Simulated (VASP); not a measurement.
Consider the following.

```
Sc
1.0
    1.64468    -2.84867     0.00000
    1.64468     2.84867     0.00000
    0.00000     0.00000     5.09986
Sc
2
Cartesian
  1.64468   0.94956   1.27497
  1.64468  -0.94956   3.82490
```

Calculation: rev-vdW-DF2, VASP's PBE PAW potentials (set 64) (plane waves; VASP). Numerical set-up: 520 eV cut-off, Gaussian smearing of 0.050 eV, potentials Sc_sv.

Task: Predict the band gap (along the path) with the smallest direct gap where there is one.

Result: 
```
Item                                                          Value
-------------------------  ----------------------------------------
band gap (along the path)  none (metal, semimetal or under 0.01 eV)
```

Only differences to runs with the same potentials and settings are physical.

The compound is Sc in the hcp structure. It was relaxed first.
